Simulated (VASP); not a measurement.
Data:

```
Tc
1.0
   -1.52215     1.52215     1.52215
    1.52215    -1.52215     1.52215
    1.52215     1.52215    -1.52215
Tc
1
Cartesian
  0.00000   0.00000   0.00000
```

These are PBEsol GGA, VASP's PBE PAW potentials (set 64) (plane waves; VASP) values and carry that method's errors. Numerical set-up: 400 eV cut-off, Gaussian smearing of 0.050 eV, potentials Tc_pv.

Problem. Predict the band gap (along the path) with the smallest direct gap where there is one.

Solution. 
```
Item                                                         Result
-------------------------  ----------------------------------------
band gap (along the path)  none (metal, semimetal or under 0.01 eV)
```

Only differences to runs with the same potentials and settings are physical.

The structure was generated: Tc was put into the bcc type (Im-3m), which need not be its known phase. It was relaxed first.
